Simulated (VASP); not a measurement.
All values below come from PBE GGA, VASP's PBE PAW potentials (set 64) (plane waves; VASP 6.6.1).

A VASP calculation is set up with these files.

### POSCAR
```
LiF
1
    0.0000000000     2.0150000000     2.0150000000
    2.0150000000     0.0000000000     2.0150000000
    2.0150000000     2.0150000000     0.0000000000
Li F
1 1
Direct
  0.0000000000   0.0000000000   0.0000000000
  0.5000000000   0.5000000000   0.5000000000
```

### KPOINTS
```
Automatic mesh
0
Gamma
9 9 9
0 0 0
```

**INCAR**
```
! general
SYSTEM = LiF
PREC   = Accurate
ENCUT  = 520   ! plane-wave cut-off (eV)
LREAL  = F
LASPH  = T

! electronic loop
EDIFF  = 1E-6   ! SCF stop (eV)
NELM   = 100   ! most electronic steps
ALGO   = Normal   ! blocked Davidson

! smearing
ISMEAR = 0
SIGMA  = 0.05

! functional
GGA    = PE

! ions
ISIF   = 2

! output
LWAVE  = F
LCHARG = F
```

POTCAR, in this order: Li_sv F (PBE.64 set). Program: vasp_std.

Problem. What will the output report for the number of irreducible k-points (NKPTS), number of bands (NBANDS), largest plane-wave count, number of space-group operations, FFT grid (NGX, NGY, NGZ)?

Solution. 
```json
{
  "number of irreducible k-points (NKPTS)": "35",
  "number of bands (NBANDS)": "9",
  "largest_plane_wave_count": "459",
  "number_of_space_group_operations": "48",
  "FFT grid (NGX, NGY, NGZ)": "24 × 24 × 24"
}
```

The compound is LiF in the rock salt structure. The cell was not relaxed at this level.
